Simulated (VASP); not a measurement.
## Ga2Ge2Se3: relaxation of cell and atoms with PBE

Crystal: Ga2Ge2Se3.

```
CELL_PARAMETERS angstrom
-4.35000 4.35000 4.35000
4.35000 -4.35000 4.35000
4.35000 4.35000 -4.35000
ATOMIC_POSITIONS crystal
Ga 0.40000 0.40000 0.40000
Ga 0.50000 0.00000 0.10000
Ga 0.10000 0.50000 0.00000
Ga 0.00000 0.10000 0.50000
Ge 0.00000 0.54000 0.50000
Ge 0.96000 0.96000 0.96000
Ge 0.50000 0.00000 0.54000
Ge 0.54000 0.50000 0.00000
Se 0.33000 0.58000 0.75000
Se 0.92000 0.25000 0.17000
Se 0.25000 0.17000 0.92000
Se 0.17000 0.92000 0.25000
Se 0.58000 0.75000 0.33000
Se 0.75000 0.33000 0.58000
```

The cell was built by a generator and needn't be a form met in nature.

```json
{
 "Program": "VASP 6.6.1",
 "Task": "relaxation of cell and atoms",
 "Functional": "PBE",
 "Potentials or basis": "VASP PAW PBE potentials, release 64 (Ga_d, Ge_d, Se)",
 "Cutoff": "520 eV",
 "k mesh": "3 × 3 × 3",
 "Occupations": "gaussian, width 0.15 eV",
 "Spin": "no spin polarisation",
 "Further INCAR settings": "PREC = Normal; LREAL = Auto; ALGO = Fast; EDIFF = 0.0001; IBRION = 2; EDIFFG = -0.08; NSW = 24; ISIF = 3"
}
```

The relaxed volume is 27.78 Å³/atom, the relaxed cell is a = 7.965 Å, b = 7.965 Å, c = 7.965 Å, α = 109.47°, β = 109.47°, γ = 109.47° and the space group after relaxing (to 0.05 Å) is I2_13 (No. 199). The energy gained by relaxing is 118.2 meV/atom, the ionic steps are 12 and the pressure after relaxing is 0.1 GPa. The largest force after relaxing is 0.054 eV/Å and the band gap on the k mesh is 0.49 eV, indirect (least direct gap 0.66 eV).

Forces on the atoms (eV/Å):
```
Ga  -0.004 -0.004 -0.004
Ga   0.004  0.004 -0.004
Ga  -0.004  0.004  0.004
Ga   0.004 -0.004  0.004
Ge   0.026 -0.026  0.026
Ge  -0.026 -0.026 -0.026
Ge   0.026  0.026 -0.026
Ge  -0.026  0.026  0.026
Se   0.000  0.000  0.054
Se   0.000 -0.054  0.000
Se  -0.054  0.000  0.000
Se   0.000  0.000 -0.054
Se   0.000  0.054  0.000
Se   0.054  0.000  0.000
```

Step by step:
| step | energy change (eV) | largest force (eV/Å) | pressure (GPa) | volume (Å³) |
| --- | --- | --- | --- | --- |
| 1 | 0.0000 | 1.8979 | 8.84 | 329.25 |
| 2 | -1.4606 | 0.5719 | -1.50 | 395.01 |
| 3 | -1.5494 | 0.1677 | -0.11 | 380.19 |
| 4 | -1.5484 | 0.1719 | 0.50 | 379.12 |
| 5 | -1.5633 | 0.1830 | 0.04 | 380.55 |
| 6 | -1.6022 | 0.1537 | 0.01 | 384.83 |
| 7 | -1.6402 | 0.0811 | -0.24 | 393.51 |
| 8 | -1.6455 | 0.1428 | 0.55 | 388.63 |
| 9 | -1.6460 | 0.0905 | 0.13 | 390.03 |
| 10 | -1.6461 | 0.0994 | 0.30 | 389.73 |
| 11 | -1.6461 | 0.0939 | 0.02 | 389.87 |
| 12 | -1.6543 | 0.0537 | 0.09 | 388.99 |

Final structure:
```cif
data_structure
_symmetry_space_group_name_H-M 'P 1'
_symmetry_Int_Tables_number 1
_cell_length_a 7.9650
_cell_length_b 7.9650
_cell_length_c 7.9650
_cell_angle_alpha 109.471
_cell_angle_beta 109.471
_cell_angle_gamma 109.471
_cell_volume 388.99
loop_
_atom_site_label
_atom_site_type_symbol
_atom_site_fract_x
_atom_site_fract_y
_atom_site_fract_z
_atom_site_occupancy
Ga1 Ga 0.39716 0.39716 0.39716 1
Ga2 Ga 0.50000 0.00000 0.10284 1
Ga3 Ga 0.10284 0.50000 0.00000 1
Ga4 Ga 0.00000 0.10284 0.50000 1
Ge1 Ge 0.00000 0.53811 0.50000 1
Ge2 Ge 0.96189 0.96189 0.96189 1
Ge3 Ge 0.50000 0.00000 0.53811 1
Ge4 Ge 0.53811 0.50000 0.00000 1
Se1 Se 0.34311 0.59311 0.75000 1
Se2 Se 0.90689 0.25000 0.15689 1
Se3 Se 0.25000 0.15689 0.90689 1
Se4 Se 0.15689 0.90689 0.25000 1
Se5 Se 0.59311 0.75000 0.34311 1
Se6 Se 0.75000 0.34311 0.59311 1
```

Levels at points of the mesh, in eV from the valence-band top:
| k point | band 69 | band 70 | band 71 | band 72 | band 73 | band 74 | band 75 | band 76 |
| --- | --- | --- | --- | --- | --- | --- | --- | --- |
| (0.00, 0.00, 0.00) | -1.45 | -0.42 | -0.42 | -0.42 | 0.74 | 0.74 | 0.74 | 0.97 |

Run time: 11 min on 1 thread of Intel(R) Xeon(R) Platinum 8175M CPU @ 2.50GHz (Skylake/Cascade Lake), on a shared host, peak memory 0.32 GiB.

Caveat: the volume moved by over 15 % at a fixed basis, so the end points are rough; an odd mesh through Γ misses points on the zone boundary, where band edges often lie; the relaxation stopped at a loose force limit of 0.08 eV/Å, so its end isn't a converged minimum.
